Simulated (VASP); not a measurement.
Input:

```
Ga4AsSb3
1.0
    0.00000     3.00122     3.00122
    3.00122     0.00000     3.00122
   12.00110    12.00110     0.00376
Ga Sb As
4 3 1
Cartesian
 11.91537  11.91537   0.08949
  2.96830   2.96830   0.03292
  9.02801   9.02801   5.97807
 12.08930  12.08930   5.91800
  1.44663   1.44663   1.55459
  4.50277   4.50277   1.49966
  7.55757   7.55757   1.44608
 10.50038  10.50038   1.50448
```

Calculation: PBEsol GGA, VASP's PBE PAW potentials (set 64) (plane waves; VASP). Run with 400 eV cut-off, Gaussian smearing of 0.050 eV, potentials Ga_d Sb As.

Unless said otherwise, spin-orbit coupling is left out, though it shifts the bands of the heavy elements here.

Problem. Predict the band gap (along the path) with the smallest direct gap where there is one.

Solution. 
```yaml
band gap (along the path): none (metal, semimetal or under 0.01 eV)
```

Total energies compare only between runs with the same potentials, cut-off and functional.

The structure was generated: Ga4AsSb3 was put into an ordered model structure (R3m), which need not be its known phase. It was relaxed first.
